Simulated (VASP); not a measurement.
# ZnBi3 (Pm-3m) in VASP: equation of state, part 2 of 2

VASP 6.6.1. The steps go on from the part before.

## (3) Equation of state, PBE, 27.77 Å³/atom (volume scaled by 0.96)

Input file INCAR:

```
PREC     = Accurate       # precision mode
ENCUT    = 520            # plane-wave cutoff, eV
EDIFF    = 1E-7           # SCF threshold, eV
ISMEAR   = -1             # smearing method
SIGMA    = 0.05           # smearing width, eV
LREAL    = F              # projectors in reciprocal space
LASPH    = T              # aspherical terms in the spheres
NELM     = 80             # most SCF steps
ALGO     = Normal         # electronic algorithm
ISIF     = 2              # what is computed and relaxed
LWAVE    = F              # write WAVECAR
LCHARG   = F              # write CHGCAR
GGA      = PE             # functional
NBANDS   = 36             # bands
```

Input file KPOINTS:

```
regular mesh
0
Gamma
  6 6 6
```

Input file POSCAR:

```
ZnBi3
1.0
    4.8073023588      0.0000000000      0.0000000000
    0.0000000000      4.8073023588      0.0000000000
    0.0000000000      0.0000000000      4.8073023588
Bi Zn
3 1
Direct
    0.5000000000      0.5000000000      0.0000000000
    0.5000000000      0.0000000000      0.5000000000
    0.0000000000      0.5000000000      0.5000000000
    0.0000000000      0.0000000000      0.0000000000
```

Potentials or basis: VASP PAW PBE potentials, release 64 (Bi_d, Zn).

Started as:

```console
$ cat potpaw_PBE.64/Bi_d/POTCAR potpaw_PBE.64/Zn/POTCAR > POTCAR
$ mpirun -np 1 vasp_std > vasp.out
```

OUTCAR:

```text
PREC = Accurate
   ENCUT = 520
   EDIFF = 1E-7
   ISMEAR = -1
   LREAL = F
   LASPH = T
   NELM = 80
   ISIF = 2
   GGA = PE

 Found     20 irreducible k-points:

 Following reciprocal coordinates:
            Coordinates               Weight
  0.000000  0.000000  0.000000      1.000000
  0.166667  0.000000  0.000000      6.000000
  0.333333  0.000000  0.000000      6.000000
  0.500000  0.000000  0.000000      3.000000
  0.166667  0.166667  0.000000     12.000000
  0.333333  0.166667  0.000000     24.000000
   k-points           NKPTS =     20   k-points in BZ     NKDIM =     20   number of bands    NBANDS=     36
   number of dos      NEDOS =    301   number of ions     NIONS =      4
   total plane-waves  NPLWV =  46656
   dimension x,y,z NGX =    36 NGY =   36 NGZ =   36
   dimension x,y,z NGXF=    72 NGYF=   72 NGZF=   72
   ions per type =               3   1
   NGX,Y,Z   is equivalent  to a cutoff of  12.45, 12.45, 12.45 a.u.
   NGXF,Y,Z  is equivalent  to a cutoff of  24.90, 24.90, 24.90 a.u.
 SYSTEM =  unknown system
   PREC   = accura    normal or accurate (medium, high low for compatibility)
   ISTART =      0    job   : 0-new  1-cont  2-samecut
   ICHARG =      2    charge: 1-file 2-atom 10-const
   ISPIN  =      1    spin polarized calculation?
   LNONCOLLINEAR =      F non collinear calculations
   LSORBIT =      F    spin-orbit coupling
   LASPH  =      T    aspherical Exc in radial PAW
   ENCUT  =  520.0 eV  38.22 Ry    6.18 a.u.   8.94  8.94  8.94*2*pi/ulx,y,z
   NELM   =     80;   NELMIN=  2; NELMDL= -5     # of ELM steps
   EDIFF  = 0.1E-06   stopping-criterion for ELM
   LREAL  =      F    real-space projection
   EDIFFG = 0.1E-05   stopping-criterion for IOM
   NSW    =      0    number of steps for IOM
   IBRION =     -1    ionic relax: 0-MD 1-quasi-New 2-CG
   NFREE  =      0    steps in history (QN), initial steepest desc. (CG)
   ISIF   =      2    stress and relaxation
   ISYM   =      2    0-nonsym 1-usesym 2-fastsym
   POTIM  = 0.5000    time-step for ionic-motion
   TEBEG  =    0.0;   TEEND  =   0.0 temperature during run
   PSTRESS=    0.0 pullay stress
   NELECT =      57.0000    total number of electrons
   NUPDOWN=      -1.0000    fix difference up-down
   EMIN   =  10.00;   EMAX   =-10.00  energy-range for DOS
   EFERMI =   0.00;   METHOD = LEGACY
   ISMEAR =    -1;   SIGMA  =   0.05  broadening in eV -4-tet -1-fermi 0-gaus
   EFERMI_NEDOS =   21; number of points for ismear=-14 and -15
   IALGO  =     38    algorithm
   IMIX   =      4    mixing-type and parameters
     AMIX     =   0.40;   BMIX     =  1.00
     AMIX_MAG =   1.60;   BMIX_MAG =  1.00
  volume/ion in A,a.u.               =      27.77       187.43
  Fermi-wavevector in a.u.,A,eV,Ry     =   1.310584  2.476645 23.369797  1.717632
  Thomas-Fermi vector in A             =   2.441105
   LORBIT       =      0    0 simple, 1 ext, 2 COOP (PROOUT), +10 PAW based schemes
   GGA     = PE    functional components
   LHFCALC =     F    Hartree Fock is set to
   AEXX    =    0.0000 exact exchange contribution
   IVDW    =     0    specifies the selected vdW correction
   LEPSILON=     F    determine dielectric tensor
   LRPA    =     F    only Hartree local field effects (RPA)
 non-spin polarized calculation
  energy-cutoff  :      520.00
  volume of cell :      111.10
 maximum number of plane-waves:      3028
 NGX is ok and might be reduce to    36
   NGX = 17   NGY = 17   NGZ = 17

 number of electron      57.0000077 magnetization

 Free energy of the ion-electron system (eV)
  ---------------------------------------------------
  ext. energy  EPLUGINS =         0.00000000
  ---------------------------------------------------
  free energy    TOTEN  =       -12.03062275 eV

  energy without entropy =      -12.01077647  energy(sigma->0) =      -12.02069961

 E-fermi :   6.8463     XC(G=0): -10.3593

 val. band max:        6.7832842078   @ k =   0.3333   0.1667   0.1667
 cond. band min:       6.9498642193   @ k =   0.5000   0.1667   0.0000
 fundamental gap:      0.1665800115
 Fermi energy:         6.8463471534

 k-point     1 :       0.0000    0.0000    0.0000
  band No.  band energies     occupation
      1     -16.1085      2.00000
      2     -16.1085      2.00000
      3     -16.1085      2.00000
      4     -16.0781      2.00000
      5     -16.0031      2.00000
      6     -16.0031      2.00000
[... 28 lines left out ...]
     35      12.2553      0.00000
     36      12.2553      0.00000

 k-point     2 :       0.1667    0.0000    0.0000
  band No.  band energies     occupation
      1     -16.1063      2.00000
      2     -16.0899      2.00000
      3     -16.0899      2.00000
      4     -16.0668      2.00000
      5     -16.0019      2.00000
      6     -15.9930      2.00000
[... 28 lines left out ...]
     35      13.3144      0.00000
     36      13.3864      0.00000

 k-point     3 :       0.3333    0.0000    0.0000
  band No.  band energies     occupation
      1     -16.1017      2.00000
      2     -16.0386      2.00000
      3     -16.0386      2.00000
      4     -16.0385      2.00000
      5     -15.9992      2.00000
      6     -15.9671      2.00000
[... 28 lines left out ...]
     35      12.6581      0.00000
     36      12.6581      0.00000

 k-point     4 :       0.5000    0.0000    0.0000
  band No.  band energies     occupation
      1     -16.0992      2.00000
      2     -16.0178      2.00000
      3     -15.9964      2.00000
      4     -15.9787      2.00000
      5     -15.9787      2.00000
      6     -15.9577      2.00000
[... 28 lines left out ...]
     35      12.0086      0.00000
     36      12.0086      0.00000

 k-point     5 :       0.1667    0.1667    0.0000
  band No.  band energies     occupation
      1     -16.0923      2.00000
      2     -16.0832      2.00000
      3     -16.0796      2.00000
      4     -16.0533      2.00000
      5     -15.9967      2.00000
      6     -15.9855      2.00000
[... 28 lines left out ...]
     35      12.9596      0.00000
     36      12.9737      0.00000

 k-point     6 :       0.3333    0.1667    0.0000
  band No.  band energies     occupation
      1     -16.0846      2.00000
      2     -16.0494      2.00000
      3     -16.0355      2.00000
      4     -16.0209      2.00000
      5     -15.9936      2.00000
      6     -15.9592      2.00000
[... 28 lines left out ...]
     35      11.7031      0.00000
     36      13.4828      0.00000

 [... further k-points ...]
[... 5 lines left out ...]
  --------------------------------------------------------------------------------------
  -------------------------------------------------------------------------------------
  Total        1.4666209      1.4666209      1.4666209     -0.0000000      0.0000000      0.0000000
  in kB       21.1506707     21.1506707     21.1506707     -0.0000000      0.0000000      0.0000000
  external PRESSURE =      21.1506707 kB  Pullay stress =       0.0000000 kB

 VOLUME and BASIS-vectors are now :
 -----------------------------------------------------------------------------
  energy-cutoff  :      520.00
  volume of cell :      111.10
      direct lattice vectors                 reciprocal lattice vectors
     4.807302359  0.000000000  0.000000000     0.208016872  0.000000000  0.000000000
     0.000000000  4.807302359  0.000000000     0.000000000  0.208016872  0.000000000
     0.000000000  0.000000000  4.807302359     0.000000000  0.000000000  0.208016872

 POSITION                                       TOTAL-FORCE (eV/Angst)
 -----------------------------------------------------------------------------------
      2.40365      2.40365      0.00000         0.000000      0.000000      0.000000
      2.40365      0.00000      2.40365         0.000000      0.000000      0.000000
      0.00000      2.40365      2.40365         0.000000      0.000000      0.000000
      0.00000      0.00000      0.00000         0.000000      0.000000      0.000000
 -----------------------------------------------------------------------------------
    total drift:                                0.000000      0.000000      0.000000

  FREE ENERGIE OF THE ION-ELECTRON SYSTEM (eV)
  ---------------------------------------------------
  free  energy   TOTEN  =       -12.0306227537 eV

  energy  without entropy=      -12.0107764656  energy(sigma->0) =      -12.02069961
```

It took 47 s on 1 thread of Intel Xeon Platinum 8375C at 2.90GHz (Ice Lake), shared host; peak memory 0.23 GiB.

What came out:

```yaml
Free_energy: -12.0306 eV
Pressure: 2.1 GPa
Band_gap_on_the_k_mesh: none (metal or under the smearing width)
```

Caveat: spin-orbit coupling is left out, which moves the levels of the heavy elements.

## (4) Equation of state, PBE, 28.35 Å³/atom (volume scaled by 0.98)

Input file INCAR:

```
PREC = Accurate ; ENCUT = 520
EDIFF = 1E-7 ; ISMEAR = -1
SIGMA = 0.05 ; LREAL = F
LASPH = T ; NELM = 80
ALGO = Normal ; ISIF = 2
LWAVE = F ; LCHARG = F
GGA = PE ; NBANDS = 36
```

KPOINTS is that of step 3.

Input file POSCAR:

```
ZnBi3
1.0
    4.8404572159      0.0000000000      0.0000000000
    0.0000000000      4.8404572159      0.0000000000
    0.0000000000      0.0000000000      4.8404572159
Bi Zn
3 1
Direct
    0.5000000000      0.5000000000      0.0000000000
    0.5000000000      0.0000000000      0.5000000000
    0.0000000000      0.5000000000      0.5000000000
    0.0000000000      0.0000000000      0.0000000000
```

Started as:

```console
$ cat potpaw_PBE.64/Bi_d/POTCAR potpaw_PBE.64/Zn/POTCAR > POTCAR
$ mpirun -np 1 vasp_std > vasp.out
```

Wall time 45 s (1 thread of Intel Xeon Platinum 8375C at 2.90GHz (Ice Lake), shared host); peak memory 0.23 GiB.

The run converged. Its results:

```yaml
Free_energy: -12.0536 eV
Pressure: 0.9 GPa
Band_gap_on_the_k_mesh: none (metal or under the smearing width)
```

Caveat: spin-orbit coupling is left out, which moves the levels of the heavy elements.

## (5) Equation of state, PBE, 29.51 Å³/atom (volume scaled by 1.02)

Input file INCAR:

```
ALGO = Normal
EDIFF = 1E-7
ENCUT = 520
GGA = PE
ISIF = 2
ISMEAR = -1
LASPH = T
LCHARG = F
LREAL = F
LWAVE = F
NBANDS = 36
NELM = 60
PREC = Accurate
SIGMA = 0.05
```

Input file KPOINTS:

```
k-points
0
Gamma
  6 6 6
```

Input file POSCAR:

```
ZnBi3
1.0
    4.9054375498      0.0000000000      0.0000000000
    0.0000000000      4.9054375498      0.0000000000
    0.0000000000      0.0000000000      4.9054375498
Bi Zn
3 1
Direct
    0.5000000000      0.5000000000      0.0000000000
    0.5000000000      0.0000000000      0.5000000000
    0.0000000000      0.5000000000      0.5000000000
    0.0000000000      0.0000000000      0.0000000000
```

Started as:

```console
$ cat potpaw_PBE.64/Bi_d/POTCAR potpaw_PBE.64/Zn/POTCAR > POTCAR
$ mpirun -np 1 vasp_std > vasp.out
```

Wall time 47 s (1 thread of Intel Xeon Platinum 8375C at 2.90GHz (Ice Lake), shared host); peak memory 0.23 GiB.

Results (log left out):

| Property | Result |
| --- | --- |
| Free energy | -12.0532 eV |
| Pressure | -1.0 GPa |
| Band gap on the k mesh | none (metal or under the smearing width) |

Caveat: spin-orbit coupling is left out, which moves the levels of the heavy elements.

## (6) Equation of state, PBE, 30.09 Å³/atom (volume scaled by 1.04)

Input file INCAR:

```
SYSTEM = ZnBi3
  PREC = Accurate
  ENCUT = 520
  EDIFF = 1E-7
  ISMEAR = -1
  SIGMA = 0.05
  LREAL = .False.
  LASPH = .True.
  NELM = 100
  ALGO = Normal
  ISIF = 2
  LWAVE = .False.
  LCHARG = .False.
  GGA = PE
  NBANDS = 36
```

Input file KPOINTS:

```
Automatic mesh
0
Gamma
  6 6 6
  0 0 0
```

Input file POSCAR:

```
ZnBi3
1.0
    4.9372919330      0.0000000000      0.0000000000
    0.0000000000      4.9372919330      0.0000000000
    0.0000000000      0.0000000000      4.9372919330
Bi Zn
3 1
Direct
    0.5000000000      0.5000000000      0.0000000000
    0.5000000000      0.0000000000      0.5000000000
    0.0000000000      0.5000000000      0.5000000000
    0.0000000000      0.0000000000      0.0000000000
```

Potentials or basis: VASP PAW PBE potentials, release 64 (Bi_d, Zn).

Started as:

```console
$ cat potpaw_PBE.64/Bi_d/POTCAR potpaw_PBE.64/Zn/POTCAR > POTCAR
$ mpirun -np 1 vasp_std > vasp.out
```

It took 57 s on 1 thread of Intel Xeon Platinum 8375C at 2.90GHz (Ice Lake), shared host; peak memory 0.27 GiB.

Results (log left out):

- Free energy: -12.0333 eV
- Pressure: -1.8 GPa
- Band gap on the k mesh: none (metal or under the smearing width)

Caveat: spin-orbit coupling is left out, which moves the levels of the heavy elements.

## (7) Equation of state, PBE, 30.67 Å³/atom (volume scaled by 1.06)

Input file INCAR:

```
SYSTEM = ZnBi3
ALGO = Normal
EDIFF = 1E-7
ENCUT = 520
GGA = PE
ISIF = 2
ISMEAR = -1
LASPH = .True.
LCHARG = .False.
LREAL = .False.
LWAVE = .False.
NBANDS = 36
NELM = 80
PREC = Accurate
SIGMA = 0.05
```

Input file KPOINTS:

```
k-points
0
Gamma
  6 6 6
  0 0 0
```

Input file POSCAR:

```
ZnBi3
1.0
    4.9687405002      0.0000000000      0.0000000000
    0.0000000000      4.9687405002      0.0000000000
    0.0000000000      0.0000000000      4.9687405002
Bi Zn
3 1
Direct
    0.5000000000      0.5000000000      0.0000000000
    0.5000000000      0.0000000000      0.5000000000
    0.0000000000      0.5000000000      0.5000000000
    0.0000000000      0.0000000000      0.0000000000
```

Started as:

```console
$ cat potpaw_PBE.64/Bi_d/POTCAR potpaw_PBE.64/Zn/POTCAR > POTCAR
$ mpirun -np 1 vasp_std > vasp.out
```

Run time: 57 s. Hardware: 1 thread of Intel Xeon Platinum 8375C at 2.90GHz (Ice Lake), shared host; peak memory 0.27 GiB.

The run converged. Its results:

```yaml
Free_energy: -12.0021 eV
Pressure: -2.6 GPa
Band_gap_on_the_k_mesh: none (metal or under the smearing width)
```

Caveat: spin-orbit coupling is left out, which moves the levels of the heavy elements.

## (8) Equation of state, PBE

Potentials or basis: VASP PAW PBE potentials, release 64 (Bi_d, Zn).

No new run: the results of the series are fitted here.

What came out:

```
Equilibrium volume                      : 28.91 Å³/atom
Bulk modulus                            : 49 GPa
Pressure derivative of the bulk modulus : 4.9
```

Energy against volume, from the lowest point:
```tsv
volume (Å³/atom)	energy (meV/atom)
27.196	17.70
27.774	7.47
28.353	1.73
28.932	0.00
29.510	1.82
30.089	6.80
30.668	14.60
```

Caveat: spin-orbit coupling is left out, which moves the levels of the heavy elements.
